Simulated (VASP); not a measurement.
Input:

```
CELL_PARAMETERS angstrom
      0.00000     2.59648     2.59648
      2.59648     0.00000     2.59648
      2.59648     2.59648     0.00000
ATOMIC_POSITIONS crystal
  Mg 0.00000 0.00000 0.00000
  S  0.50000 0.50000 0.50000
```

Computed with r2SCAN meta-GGA, VASP's PBE PAW potentials (set 64) (plane waves; VASP). Numerical set-up: PREC = Normal, EDIFF = 1E-5, 400 eV cut-off, 10×10×10 Γ-centred mesh, Gaussian smearing of 0.050 eV, potentials Mg S.

Task: Estimate the energy per atom (σ→0), band gap (on the k-mesh) with the smallest direct gap where there is one.

Result: 
```
Quantity                                      Value
-----------------------------------  --------------
band gap (on the k-mesh)                    3.45 eV
smallest direct gap (on the k-mesh)         4.67 eV
energy per atom (σ→0)                -7.755 eV/atom
```

Total energies compare only between runs with the same potentials, cut-off and functional.

The compound is MgS in the rock salt structure. It was relaxed first.
